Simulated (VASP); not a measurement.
The system is MoS2, a slab with vacuum.

```
S Mo
1.0
     3.15315    0.00000    0.00000
    -1.57657    2.73070    0.00000
     0.00000    0.00000   21.13030
S Mo
2 1
Direct
  0.33333 0.66667 0.42584
  0.33333 0.66667 0.57416
  0.66667 0.33333 0.50000
```

Base run:

- Program: VASP 6.6.1
- Functional: HSE06
- Potentials or basis: VASP PAW PBE potentials, release 64 (S, Mo_sv)
- Cutoff: 520 eV
- k mesh: 9 × 9 × 1
- Occupations: gaussian, width 0.03 eV
- Spin: no spin polarisation

Its results: band gap on the k mesh 2.27 eV, direct; largest force 0.450 eV/Å.

Task: The run is repeated on the same cell with these changes: functional from HSE06 to PBE0. What comes out?

Result: Band gap on the k mesh 2.91 eV, direct; largest force 0.440 eV/Å.

Caveats: the PAW data sets were made with another functional, which shifts forces and pressure a little.
